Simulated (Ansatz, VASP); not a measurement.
Be3B2Cl3: VASP beside Ansatz

INCAR

```
SYSTEM = Be3B2Cl3
  ALGO = Normal
  EDIFF = 1E-6
  EDIFFG = -0.01
  ENCUT = 600
  GGA = PE
  IBRION = 2
  ISIF = 3
  ISMEAR = 0
  LASPH = .TRUE.
  LCHARG = .FALSE.
  LREAL = .FALSE.
  LWAVE = .FALSE.
  NELM = 80
  NSW = 100
  PREC = Accurate
  SIGMA = 0.1
```

The input KPOINTS:

```
k-points
0
G
  10 10 4
  0 0 0
```

File POSCAR:

```
Be3B2Cl3
1.0
    3.7718325701      0.0000000000      0.0000000000
    0.0000000000      3.7718325701      0.0000000000
    0.0000000000      0.0000000000      9.0307892252
Be B Cl
3 2 3
Direct
    0.5000000000      0.5000000000      0.0000000000
    0.0000000000      0.0000000000      0.5000000000
    0.5000000000      0.5000000000      0.5000000000
    0.5000000000      0.0000000000      0.5000000000
    0.0000000000      0.5000000000      0.5000000000
    0.5000000000      0.5000000000      0.2197410816
    0.5000000000      0.5000000000      0.7802589184
    0.0000000000      0.0000000000      0.0000000000
```

Input for Ansatz:

```yaml
crystal:
  lattice:
    - [3.7718325701, 0.0, 0.0]
    - [0.0, 3.7718325701, 0.0]
    - [0.0, 0.0, 9.0307892252]
  atoms:
    - { symbol: Be, position: [0.5, 0.5, 0.0] }
    - { symbol: Be, position: [0.0, 0.0, 0.5] }
    - { symbol: Be, position: [0.5, 0.5, 0.5] }
    - { symbol: B, position: [0.5, 0.0, 0.5] }
    - { symbol: B, position: [0.0, 0.5, 0.5] }
    - { symbol: Cl, position: [0.5, 0.5, 0.2197410816] }
    - { symbol: Cl, position: [0.5, 0.5, 0.7802589184] }
    - { symbol: Cl, position: [0.0, 0.0, 0.0] }
basis:
  ecutwfc: 420
kpoints:
  mp_grid: { grid: [10, 10, 4] }
hamiltonian:
  xc: pbe
scf:
  occupations: { method: gaussian, width: 0.1 }
output:
  forces: true
  stress: true
  eigenvalues: true
relax:
  adjacent_minimum: "off"
  f_tol: 0.01
  max_steps: 80
  cell: { stress_tol: 0.05 }
```

Alike in both runs: task relaxation of cell and atoms; functional PBE; k mesh 10 × 10 × 4; occupations gaussian, width 0.1 eV; no spin polarisation.

|  | VASP | Ansatz |
| --- | --- | --- |
| version | VASP 6.6.1 | Ansatz 0.2.0 |
| potentials or method | VASP PAW PBE potentials, release 64 (Be, B, Cl) | scalar-relativistic, plane waves, PAW |
| plane-wave cutoff (eV) | 600 | 420 |
| valence electrons in the cell | 33 | 33 |

|  | VASP | Ansatz | Ansatz less VASP |
| --- | --- | --- | --- |
| gap on the k mesh at the Fermi level, each at its own relaxed structure (eV) | none | none | - |
| relaxed volume (Å³/atom) | 15.93 | 15.93 | -0.001 |
| relaxed cell length with the largest relative difference (Å) | 9.028 | 9.032 | +0.0038 |

A gap of «none» marks a metal or a gap that the smearing closes.

Caveats: an odd number of electrons without spin polarisation forces a metal; a magnetic or distorted state may lie lower.
